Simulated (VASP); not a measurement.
Here is the system:

```yaml
crystal:
  lattice:
    - [4.23986, 0.00000, 0.00000]
    - [-2.11993, 3.67183, 0.00000]
    - [0.00000, 0.00000, 4.66387]
  atoms:
    - { symbol: Sr, position: [0.00000, 0.00000, 0.00000] }
    - { symbol: Al, position: [0.66667, 0.33333, 0.50000] }
    - { symbol: Si, position: [0.33333, 0.66667, 0.50000] }
```

These are PBEsol GGA, VASP's PBE PAW potentials (set 64) (plane waves; VASP) values and carry that method's errors. Settings: 400 eV cut-off, 9×9×8 Γ-centred mesh, tetrahedra with Blöchl corrections, potentials Sr_sv Al Si.

### Question
Estimate the energy per atom (σ→0), band gap (on the k-mesh) with the smallest direct gap where there is one.

### Answer

```json
{
 "band gap (on the k-mesh)": "none (metal, semimetal or under 0.01 eV)",
 "energy per atom (σ→0)": "-4.307 eV/atom"
}
```

The absolute energy has meaning only against runs of the same code, potentials and settings.

The structure comes from a computed database's SrAlSi entry (P-6m2); how it stands against other phases isn't given here. It was relaxed first. The electron count is odd and the run is not spin-polarised, which forces a metal.
